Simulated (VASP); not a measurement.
# KCdCO3F: molecular dynamics

Wanted: temperature and structure of KCdCO3F along a short trajectory. The start is a cell from a database of measured crystal structures.

Main program and level: VASP 6.6.1; PBE; plane waves and PAW (Cd, K_pv, F, O, C).

### Step 1. The starting structure

Symmetry: P-6m2, No. 187, hexagonal system. The conventional cell has a = 5.132 Å, b = 5.132 Å, c = 4.432 Å, α = 90.00°, β = 90.00°, γ = 120.00°. Nearest to Cd lie 2 F at 2.22 Å and 6 O at 2.58 Å. Nearest to K lie 6 O at 2.80 Å and 3 F at 2.96 Å. Nearest to F lie 2 Cd at 2.22 Å and 3 K at 2.96 Å. Nearest to O lie 1 C at 1.25 Å and 2 Cd at 2.58 Å and 2 K at 2.80 Å. C has 3 O at 1.25 Å nearest. Farther neighbours and most contacts between anions are not listed.

### Step 2. Relax the host

The later steps need the crystal at this functional's own lattice; a raised cutoff keeps the stress reliable while the cell changes.

INCAR

```
SYSTEM = KCdCO3F
PREC = Accurate
ENCUT = 520
EDIFF = 1E-06
NELM = 120
ISMEAR = 0
SIGMA = 0.1
LREAL = .FALSE.
ALGO = Normal
GGA = PE
NBANDS = 31
LORBIT = 11
LWAVE = .FALSE.
LCHARG = .FALSE.
KPAR = 4
LASPH = .TRUE.
IBRION = 2
NSW = 40
ISIF = 3
EDIFFG = -0.02
POTIM = 0.4
```

POSCAR

```
KCdCO3F
1.0
    5.1324000000      0.0000000000      0.0000000000
   -2.5662000000      4.4447887824      0.0000000000
    0.0000000000      0.0000000000      4.4324000000
Cd K F O C
1 1 1 3 1
Direct
    0.6666666667      0.3333333333      0.5000000000
    0.0000000000      0.0000000000      0.0000000000
    0.6666666667      0.3333333333      0.0000000000
    0.6150000000      0.8075000000      0.5000000000
    0.1925000000      0.8075000000      0.5000000000
    0.1925000000      0.3850000000      0.5000000000
    0.3333333333      0.6666666667      0.5000000000
```

KPOINTS

```
Automatic mesh
0
Gamma
4 4 4
0 0 0
```

Potentials, in the order of the species: Cd, K_pv, F, O and C (PBE family, release 64).

Command:

```console
mpirun -np 4 vasp_std
```

The log of the run:

```text
[banner, memory and clock lines left out]
running    4 mpi-ranks, on    1 nodes
 distrk:  each k-point on    1 cores,    4 groups
 distr:  one band on    1 cores,    1 groups

 POSCAR found type information on POSCAR CdK F O C
 POSCAR found :  5 types and       7 ions
 LDA part: xc-table for (Slater+PW92), standard interpolation
 POSCAR, INCAR and KPOINTS ok, starting setup
 FFT: planning ... GRIDC
 FFT: planning ... GRID_SOFT
 FFT: planning ... GRID
 WAVECAR not read
 entering main loop
       N       E                     dE             d eps       ncg     rms          rms(c)
DAV:   1     0.404097667059E+03    0.40410E+03   -0.24881E+04   776   0.150E+03
DAV:   2    -0.151747554809E+02   -0.41927E+03   -0.40222E+03   933   0.386E+02
DAV:   3    -0.445821076580E+02   -0.29407E+02   -0.29245E+02   905   0.109E+02
DAV:   4    -0.449249894205E+02   -0.34288E+00   -0.34272E+00   835   0.126E+01
DAV:   5    -0.449303607755E+02   -0.53714E-02   -0.53699E-02   947   0.147E+00    0.149E+01
DAV:   6    -0.395951492277E+02    0.53352E+01   -0.16135E+01   882   0.451E+01    0.820E+00
DAV:   7    -0.395691290186E+02    0.26020E-01   -0.22336E+00   835   0.105E+01    0.536E+00
DAV:   8    -0.395416387133E+02    0.27490E-01   -0.50928E-01   870   0.515E+00    0.106E+00
DAV:   9    -0.395250906215E+02    0.16548E-01   -0.12406E-01   885   0.304E+00    0.485E-01
DAV:  10    -0.395260212533E+02   -0.93063E-03   -0.14533E-02   814   0.987E-01    0.166E-01
DAV:  11    -0.395265067216E+02   -0.48547E-03   -0.12245E-03   821   0.236E-01    0.850E-02
DAV:  12    -0.395267459498E+02   -0.23923E-03   -0.39146E-04   779   0.152E-01    0.292E-02
DAV:  13    -0.395267762002E+02   -0.30250E-04   -0.43011E-05   842   0.751E-02    0.640E-03
DAV:  14    -0.395267768937E+02   -0.69348E-06   -0.66449E-06   818   0.202E-02
   1 F= -.39526777E+02 E0= -.39526777E+02  d E =-.395268E+02
 curvature:   0.00 expect dE= 0.000E+00 dE for cont linesearch  0.000E+00
 trial: gam= 0.00000 g(F)=  0.135E+01 g(S)=  0.450E+00 ort = 0.000E+00 (trialstep = 0.100E+01)
 search vector abs. value=  0.180E+01
 bond charge predicted
       N       E                     dE             d eps       ncg     rms          rms(c)
DAV:   1    -0.389571999240E+02    0.56958E+00   -0.31469E+02   758   0.121E+02    0.122E+01
DAV:   2    -0.387623236717E+02    0.19488E+00   -0.15276E+01   891   0.281E+01    0.508E+00
DAV:   3    -0.384887298679E+02    0.27359E+00   -0.94641E-01   875   0.680E+00    0.328E+00
DAV:   4    -0.384472669068E+02    0.41463E-01   -0.10621E-01   910   0.274E+00    0.230E+00
DAV:   5    -0.384275719099E+02    0.19695E-01   -0.25846E-02   849   0.139E+00    0.550E-01
DAV:   6    -0.384271863900E+02    0.38552E-03   -0.61710E-03   884   0.606E-01    0.103E-01
DAV:   7    -0.384272282861E+02   -0.41896E-04   -0.49090E-04   836   0.164E-01    0.475E-02
DAV:   8    -0.384272064113E+02    0.21875E-04   -0.12319E-04   835   0.788E-02    0.143E-02
DAV:   9    -0.384272056583E+02    0.75292E-06   -0.17824E-05   842   0.305E-02    0.628E-03
DAV:  10    -0.384272052926E+02    0.36577E-06   -0.21198E-06   708   0.113E-02
   2 F= -.38427205E+02 E0= -.38427205E+02  d E =0.109957E+01
 trial-energy change:    1.099572  1 .order    0.638218   -1.802861    3.079297
 step:   0.2601(harm=  0.3693)  dis= 0.02972  next Energy=   -39.753159 (dE=-0.226E+00)
 bond charge predicted
       N       E                     dE             d eps       ncg     rms          rms(c)
DAV:   1    -0.403099784987E+02   -0.18828E+01   -0.17734E+02   744   0.894E+01    0.778E+00
DAV:   2    -0.398793579236E+02    0.43062E+00   -0.73817E+00   905   0.224E+01    0.268E+00
DAV:   3    -0.397742069858E+02    0.10515E+00   -0.37760E-01   896   0.599E+00    0.186E+00
DAV:   4    -0.397500793198E+02    0.24128E-01   -0.68380E-02   884   0.202E+00    0.873E-01
DAV:   5    -0.397472142380E+02    0.28651E-02   -0.94784E-03   856   0.780E-01    0.138E-01
DAV:   6    -0.397471733652E+02    0.40873E-04   -0.10133E-03   892   0.300E-01    0.742E-02
DAV:   7    -0.397471800298E+02   -0.66645E-05   -0.13940E-04   870   0.902E-02    0.282E-02
DAV:   8    -0.397471902342E+02   -0.10204E-04   -0.24474E-05   870   0.364E-02    0.978E-03
DAV:   9    -0.397471899839E+02    0.25028E-06   -0.42224E-06   774   0.155E-02
   3 F= -.39747190E+02 E0= -.39747190E+02  d E =-.220413E+00
 curvature:  -0.18 expect dE=-0.277E-02 dE for cont linesearch -0.173E-02
 ZBRENT: interpolating
 opt :   0.2424  next Energy=   -39.748358 (dE=-0.222E+00)
 bond charge predicted
       N       E                     dE             d eps       ncg     rms          rms(c)
DAV:   1    -0.397488903102E+02   -0.17001E-02   -0.10320E-01   779   0.219E+00    0.196E-01
DAV:   2    -0.397486500581E+02    0.24025E-03   -0.39345E-03   870   0.526E-01    0.704E-02
DAV:   3    -0.397485822655E+02    0.67793E-04   -0.20459E-04   835   0.132E-01    0.499E-02
DAV:   4    -0.397485718807E+02    0.10385E-04   -0.36799E-05   877   0.461E-02    0.251E-02
DAV:   5    -0.397485724291E+02   -0.54839E-06   -0.54125E-06   877   0.182E-02
   4 F= -.39748572E+02 E0= -.39748572E+02  d E =-.221796E+00
 curvature:  -0.12 expect dE=-0.676E-03 dE for cont linesearch -0.408E-04
 ZBRENT: interpolating
 opt :   0.2376  next Energy=   -39.748623 (dE=-0.222E+00)
 bond charge predicted
       N       E                     dE             d eps       ncg     rms          rms(c)
DAV:   1    -0.397486471237E+02   -0.75243E-04   -0.77521E-03   779   0.600E-01    0.543E-02
DAV:   2    -0.397486273272E+02    0.19797E-04   -0.29429E-04   870   0.144E-01    0.195E-02
DAV:   3    -0.397486223819E+02    0.49452E-05   -0.15188E-05   835   0.361E-02    0.138E-02
DAV:   4    -0.397486221489E+02    0.23301E-06   -0.26878E-06   757   0.127E-02
   5 F= -.39748622E+02 E0= -.39748622E+02  d E =-.221845E+00
 curvature:  -0.15 expect dE=-0.770E-03 dE for cont linesearch -0.140E-05
 ZBRENT: accuracy reached
 trial: gam= 0.00058 g(F)=  0.211E-04 g(S)=  0.515E-02 ort = 0.412E-02 (trialstep = 0.848E+00)
 search vector abs. value=  0.517E-02
 bond charge predicted
       N       E                     dE             d eps       ncg     rms          rms(c)
DAV:   1    -0.397616752666E+02   -0.13053E-01   -0.39389E-01   744   0.446E+00    0.651E-01
DAV:   2    -0.397541012000E+02    0.75741E-02   -0.15756E-02   842   0.930E-01    0.275E-01
DAV:   3    -0.397525858335E+02    0.15154E-02   -0.19616E-03   828   0.397E-01    0.153E-01
DAV:   4    -0.397523055270E+02    0.28031E-03   -0.46401E-04   915   0.164E-01    0.580E-02
DAV:   5    -0.397522822527E+02    0.23274E-04   -0.58611E-05   835   0.570E-02    0.173E-02
DAV:   6    -0.397522819447E+02    0.30807E-06   -0.44866E-06   869   0.147E-02
   6 F= -.39752282E+02 E0= -.39752282E+02  d E =-.365980E-02
 trial-energy change:   -0.003660  1 .order   -0.003709   -0.004381   -0.003036
 step:   2.7613(harm=  2.7613)  dis= 0.00143  next Energy=   -39.755759 (dE=-0.714E-02)
 bond charge predicted
       N       E                     dE             d eps       ncg     rms          rms(c)
DAV:   1    -0.398034741243E+02   -0.51192E-01   -0.19852E+00   744   0.100E+01    0.147E+00
DAV:   2    -0.397650520102E+02    0.38422E-01   -0.80084E-02   835   0.209E+00    0.612E-01
DAV:   3    -0.397574052517E+02    0.76468E-02   -0.99197E-03   821   0.877E-01    0.344E-01
DAV:   4    -0.397559910100E+02    0.14142E-02   -0.22444E-03   914   0.359E-01    0.135E-01
DAV:   5    -0.397558651641E+02    0.12585E-03   -0.29492E-04   849   0.128E-01    0.390E-02
DAV:   6    -0.397558655237E+02   -0.35959E-06   -0.26428E-05   877   0.336E-02    0.229E-02
DAV:   7    -0.397558655040E+02    0.19700E-07   -0.61572E-06   772   0.219E-02
   7 F= -.39755866E+02 E0= -.39755866E+02  d E =-.724336E-02
 curvature:  -1.38 expect dE=-0.130E-02 dE for cont linesearch -0.221E-04
 ZBRENT: extrapolating
 opt :   2.9281  next Energy=   -39.755889 (dE=-0.727E-02)
 bond charge predicted
       N       E                     dE             d eps       ncg     rms          rms(c)
DAV:   1    -0.397562426688E+02   -0.37715E-03   -0.14910E-02   744   0.865E-01    0.127E-01
DAV:   2    -0.397559537674E+02    0.28890E-03   -0.60231E-04   842   0.181E-01    0.521E-02
DAV:   3    -0.397558963239E+02    0.57444E-04   -0.73300E-05   828   0.765E-02    0.290E-02
DAV:   4    -0.397558846559E+02    0.11668E-04   -0.17192E-05   914   0.314E-02    0.111E-02
DAV:   5    -0.397558832531E+02    0.14028E-05   -0.22116E-06   590   0.112E-02    0.326E-03
DAV:   6    -0.397558831489E+02    0.10424E-06   -0.21216E-07   400   0.335E-03
   8 F= -.39755883E+02 E0= -.39755883E+02  d E =-.726100E-02
 curvature:  -1.50 expect dE=-0.166E-02 dE for cont linesearch -0.434E-06
 trial: gam= 0.22205 g(F)=  0.364E-03 g(S)=  0.742E-03 ort =-0.387E-04 (trialstep = 0.126E+01)
 search vector abs. value=  0.134E-02
 bond charge predicted
       N       E                     dE             d eps       ncg     rms          rms(c)
DAV:   1    -0.397614929287E+02   -0.56097E-02   -0.29791E-01   744   0.386E+00    0.524E-01
DAV:   2    -0.397576507454E+02    0.38422E-02   -0.14723E-02   891   0.915E-01    0.172E-01
DAV:   3    -0.397570977717E+02    0.55297E-03   -0.86868E-04   800   0.281E-01    0.116E-01
DAV:   4    -0.397569525213E+02    0.14525E-03   -0.26661E-04   856   0.118E-01    0.477E-02
DAV:   5    -0.397569454103E+02    0.71110E-05   -0.38361E-05   877   0.545E-02    0.111E-02
DAV:   6    -0.397569448882E+02    0.52219E-06   -0.49631E-06   877   0.195E-02
   9 F= -.39756945E+02 E0= -.39756945E+02  d E =-.106174E-02
 trial-energy change:   -0.001062  1 .order   -0.001069   -0.001387   -0.000750
 step:   3.0215(harm=  2.7513)  dis= 0.00601  next Energy=   -39.757448 (dE=-0.157E-02)
 bond charge predicted
       N       E                     dE             d eps       ncg     rms          rms(c)
DAV:   1    -0.397661918624E+02   -0.92465E-02   -0.57774E-01   744   0.537E+00    0.730E-01
DAV:   2    -0.397587257961E+02    0.74661E-02   -0.28747E-02   891   0.128E+00    0.240E-01
DAV:   3    -0.397576497023E+02    0.10761E-02   -0.16777E-03   793   0.393E-01    0.162E-01
DAV:   4    -0.397573655111E+02    0.28419E-03   -0.51732E-04   863   0.164E-01    0.666E-02
DAV:   5    -0.397573501422E+02    0.15369E-04   -0.74351E-05   891   0.753E-02    0.154E-02
DAV:   6    -0.397573491163E+02    0.10259E-05   -0.97392E-06   898   0.276E-02    0.848E-03
DAV:   7    -0.397573499263E+02   -0.80997E-06   -0.10279E-06   559   0.696E-03
  10 F= -.39757350E+02 E0= -.39757350E+02  d E =-.146678E-02
 curvature:  -1.63 expect dE=-0.668E-03 dE for cont linesearch -0.208E-04
 ZBRENT: interpolating
 opt :   2.7034  next Energy=   -39.757371 (dE=-0.149E-02)
 bond charge predicted
       N       E                     dE             d eps       ncg     rms          rms(c)
DAV:   1    -0.397576621721E+02   -0.31306E-03   -0.18947E-02   744   0.974E-01    0.132E-01
DAV:   2    -0.397574175401E+02    0.24463E-03   -0.92951E-04   891   0.232E-01    0.439E-02
DAV:   3    -0.397573824948E+02    0.35045E-04   -0.57620E-05   801   0.715E-02    0.298E-02
DAV:   4    -0.397573725421E+02    0.99527E-05   -0.17115E-05   849   0.299E-02    0.120E-02
DAV:   5    -0.397573713029E+02    0.12393E-05   -0.25159E-06   813   0.140E-02    0.280E-03
DAV:   6    -0.397573712160E+02    0.86902E-07   -0.31232E-07   407   0.523E-03
  11 F= -.39757371E+02 E0= -.39757371E+02  d E =-.148807E-02
 curvature:  -1.63 expect dE=-0.519E-03 dE for cont linesearch -0.474E-10
 trial: gam= 0.28048 g(F)=  0.208E-03 g(S)=  0.110E-03 ort =-0.198E-06 (trialstep = 0.155E+01)
 search vector abs. value=  0.424E-03
 bond charge predicted
       N       E                     dE             d eps       ncg     rms          rms(c)
DAV:   1    -0.397594493296E+02   -0.20780E-02   -0.12938E-01   765   0.288E+00    0.421E-01
DAV:   2    -0.397569810826E+02    0.24682E-02   -0.91629E-03   856   0.869E-01    0.136E-01
DAV:   3    -0.397566843434E+02    0.29674E-03   -0.72096E-04   793   0.260E-01    0.995E-02
DAV:   4    -0.397566156922E+02    0.68651E-04   -0.10214E-04   884   0.822E-02    0.500E-02
DAV:   5    -0.397566072256E+02    0.84666E-05   -0.19686E-05   884   0.359E-02    0.737E-03
DAV:   6    -0.397566076886E+02   -0.46299E-06   -0.13105E-06   604   0.923E-03
  12 F= -.39756608E+02 E0= -.39756608E+02  d E =0.763527E-03
 trial-energy change:    0.000764  1 .order    0.000766   -0.000494    0.002026
 step:   0.3042(harm=  0.3042)  dis= 0.00030  next Energy=   -39.757420 (dE=-0.484E-04)
 bond charge predicted
       N       E                     dE             d eps       ncg     rms          rms(c)
DAV:   1    -0.397592608061E+02   -0.26536E-02   -0.83686E-02   765   0.232E+00    0.341E-01
DAV:   2    -0.397576711642E+02    0.15896E-02   -0.58984E-03   856   0.699E-01    0.110E-01
DAV:   3    -0.397574820416E+02    0.18912E-03   -0.50040E-04   793   0.214E-01    0.810E-02
DAV:   4    -0.397574312408E+02    0.50801E-04   -0.69585E-05   870   0.681E-02    0.397E-02
DAV:   5    -0.397574206346E+02    0.10606E-04   -0.13025E-05   884   0.296E-02    0.588E-03
DAV:   6    -0.397574203021E+02    0.33243E-06   -0.92830E-07   529   0.792E-03
  13 F= -.39757420E+02 E0= -.39757420E+02  d E =-.490862E-04
 curvature:  -0.20 expect dE=-0.450E-07 dE for cont linesearch -0.161E-08
 trial: gam=-0.00847 g(F)=  0.108E-07 g(S)=  0.211E-06 ort = 0.183E-05 (trialstep = 0.130E+01)
 search vector abs. value=  0.221E-06
 reached required accuracy - stopping structural energy minimisation
```

Run time: 2.2 min. Hardware: 4 MPI ranks of AMD EPYC 7R43, shared host; peak memory 0.93 GiB; 8.8 min of CPU time.

Lines that name or quote the potential files are left out of all logs, and their timing lines are given in words.

From OUTCAR (step 2):

```text
ion  position               nearest neighbor table
   1  0.667  0.333  0.500-   3 2.22   3 2.22   6 2.58   4 2.58   5 2.58   5 2.58   6 2.58   4 2.58
                             2 3.70   2 3.70   2 3.70   2 3.70   2 3.70   2 3.70
   2  0.000  0.000  0.000-   4 2.80   4 2.80   5 2.80   5 2.80   6 2.80   6 2.80   3 2.96   3 2.96
                             3 2.96   7 3.70   1 3.70   7 3.70   1 3.70   1 3.70   1 3.70   7 3.70
   3  0.667  0.333  0.000-   1 2.22   1 2.22   2 2.96   2 2.96   2 2.96
   4  0.615  0.807  0.500-   7 1.25   1 2.58   1 2.58   2 2.80   2 2.80
   5  0.193  0.807  0.500-   7 1.25   1 2.58   1 2.58   2 2.80   2 2.80
   6  0.193  0.385  0.500-   7 1.25   1 2.58   1 2.58   2 2.80   2 2.80
   7  0.333  0.667  0.500-   5 1.25   4 1.25   6 1.25   2 3.70   2 3.70   2 3.70   2 3.70   2 3.70
                             2 3.70

  LATTYP: Found a hexagonal cell.
 ALAT       =     5.1324000000
 C/A-ratio  =     0.8636115657

 Subroutine GETGRP returns: Found 12 space group operations
 (whereof 12 operations were pure point group operations)

The static configuration has the point symmetry D_3h.

 Found     12 irreducible k-points:

   k-points           NKPTS =     12   k-points in BZ     NKDIM =     12   number of bands    NBANDS=     31

   dimension x,y,z NGX =    40 NGY =   40 NGZ =   36
   dimension x,y,z NGXF=    80 NGYF=   80 NGZF=   72

   ENCUT  =  520.0 eV  38.22 Ry    6.18 a.u.   9.54  9.54  8.24*2*pi/ulx,y,z

   NELECT =      48.0000    total number of electrons

 k-points in reciprocal lattice and weights: Automatic mesh
   0.00000000  0.00000000  0.00000000       0.016
   0.25000000 -0.00000000  0.00000000       0.094
   0.50000000 -0.00000000  0.00000000       0.047
   0.25000000  0.25000000  0.00000000       0.094
   0.00000000  0.00000000  0.25000000       0.031
   0.25000000 -0.00000000  0.25000000       0.188
   0.50000000 -0.00000000  0.25000000       0.094
   0.25000000  0.25000000  0.25000000       0.188
   0.00000000  0.00000000  0.50000000       0.016
   0.25000000 -0.00000000  0.50000000       0.094
   0.50000000 -0.00000000  0.50000000       0.047
   0.25000000  0.25000000  0.50000000       0.094

 average (electrostatic) potential at core
       1 -40.8408       2 -12.7068       3 -78.9595       4 -75.2700       5 -75.2700
       6 -75.2700       7 -57.3611

 E-fermi :  -0.4392

 k-point     1 :       0.0000    0.0000    0.0000
  band No.  band energies     occupation
    ...
     20      -2.6469      2.00000
     21      -2.6469      2.00000
     22      -2.3235      2.00000
     23      -2.3235      2.00000
     24      -0.9153      2.00000
     25       0.7923      0.00000
     26       4.8551      0.00000
     27       5.3159      0.00000
     28       7.9570      0.00000
     29       7.9570      0.00000
    ...

 k-point     2 :       0.2500   -0.0000    0.0000
  band No.  band energies     occupation
    ...
     20      -3.3022      2.00000
     21      -2.7070      2.00000
     22      -2.3155      2.00000
     23      -2.3137      2.00000
     24      -1.0086      2.00000
     25       1.7758      0.00000
     26       4.8839      0.00000
     27       5.4238      0.00000
     28       7.8804      0.00000
     29       8.2020      0.00000
    ...

 k-point     3 :       0.5000   -0.0000    0.0000
  band No.  band energies     occupation
    ...
     20      -3.7874      2.00000
     21      -2.8067      2.00000
     22      -2.3076      2.00000
     23      -2.3039      2.00000
     24      -1.0626      2.00000
     25       2.9426      0.00000
     26       4.9228      0.00000
     27       5.1332      0.00000
     28       7.4550      0.00000
     29       8.4758      0.00000
    ...

  Total       -0.0008794     -0.0008794     -0.0060622     -0.0000000      0.0000000      0.0000000
  in kB       -0.0136134     -0.0136134     -0.0938456     -0.0000000      0.0000000      0.0000000
  external PRESSURE =      -0.0403575 kB  Pullay stress =       0.0000000 kB

  energy-cutoff  :      520.00
  volume of cell :      103.50
      direct lattice vectors                 reciprocal lattice vectors
     5.143898093  0.000000000  0.000000000     0.194405095  0.112239834 -0.000000000
    -2.571949047  4.454746423 -0.000000000    -0.000000000  0.224479668 -0.000000000
    -0.000000000  0.000000000  4.516617941    -0.000000000  0.000000000  0.221404603

 POSITION                                       TOTAL-FORCE (eV/Angst)
 -----------------------------------------------------------------------------------
      2.57195      1.48492      2.25831        -0.000000     -0.000000      0.000000
      0.00000      0.00000      0.00000        -0.000000     -0.000000      0.000000
      2.57195      1.48492     -0.00000        -0.000000     -0.000000      0.000000
      1.12334      3.61839      2.25831        -0.000264     -0.000153      0.000000
     -1.12334      3.61839      2.25831         0.000264     -0.000153      0.000000
      0.00000      1.67271      2.25831        -0.000000      0.000305     -0.000000
     -0.00000      2.96983      2.25831        -0.000000     -0.000000      0.000000
 -----------------------------------------------------------------------------------
    total drift:                               -0.000002      0.000001      0.000000

  FREE ENERGIE OF THE ION-ELECTRON SYSTEM (eV)
  ---------------------------------------------------
  free  energy   TOTEN  =       -39.7574203021 eV

  energy  without entropy=      -39.7574203021  energy(sigma->0) =      -39.75742030

 reached required accuracy - stopping structural energy minimisation

 total charge
# of ion       s       p       d       tot
------------------------------------------
    1        0.252   0.177   9.655  10.084
    2        0.058   6.081   0.068   6.207
    3        1.735   4.329   0.000   6.064
    4        1.575   3.549   0.000   5.124
    5        1.575   3.549   0.000   5.124
    6        1.575   3.549   0.000   5.124
    7        0.857   1.707   0.000   2.564
--------------------------------------------------
tot          7.626  22.941   9.723  40.290

[... 3 further parts left out ...]
```

The gap is read on the k-mesh alone, so it is an upper bound where the band edges lie off the mesh. The run keeps the 12 symmetry operations of its start, so it cannot find a distortion of lower symmetry.

(Continued in part 2 of 3.)

[Lines on the potential files, build, host, timing and source positions are cut from VASP's logs without a mark.]

[Logs are printed without paths, hosts, clocks, repeated set-up lines and the standing remarks that a program may print on its own settings, such as how far it seeks lower states.]

[Hosts, paths, dates, database ids (printed as entryN), source tags and the programs' standing remarks are cut or masked in the printed files.]

[Runs that stopped without an error message from VASP are left out.]
